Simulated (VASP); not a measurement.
All values below come from HSE06 screened hybrid, VASP's PBE PAW potentials (set 64) (plane waves; VASP 6.6.1).

Input for VASP

**KPOINTS**
```
K-points
0
Gamma
  6 6 6
```

**POSCAR**
```
InP
1
    0.0000000000     2.8865346907     2.8865346907
    2.8865346907     0.0000000000     2.8865346907
    2.8865346907     2.8865346907     0.0000000000
In P
1 1
Direct
  0.0000000000   0.0000000000   0.0000000000
  0.2500000000   0.2500000000   0.2500000000
```

INCAR:
```
AEXX = 0.25
ALGO = Normal
EDIFF = 1E-6
ENCUT = 520
GGA = PE
HFSCREEN = 0.2
ISIF = 2
ISMEAR = 0
ISYM = 3
LASPH = .True.
LCHARG = .False.
LHFCALC = .True.
LMAXMIX = 4
LREAL = .False.
LWAVE = .False.
NELM = 60
PREC = Accurate
PRECFOCK = Fast
SIGMA = 0.05
SYSTEM = InP
```

POTCAR, in this order: In_d P (PBE.64 set). Program: vasp_std. Read from the step before: WAVECAR.

What will the output report for the number of irreducible k-points (NKPTS), largest plane-wave count, number of space-group operations, FFT grid (NGX, NGY, NGZ)?

The number of irreducible k-points (NKPTS) comes out as 16. The largest plane-wave count is 1308. The number of space-group operations is 24 and the FFT grid (NGX, NGY, NGZ) is 30 × 30 × 30.

The compound is InP in the zinc blende structure. This cell is one point of a volume scan, at 0.91 of the reference volume. The cell's shape comes from a PBE relaxation.
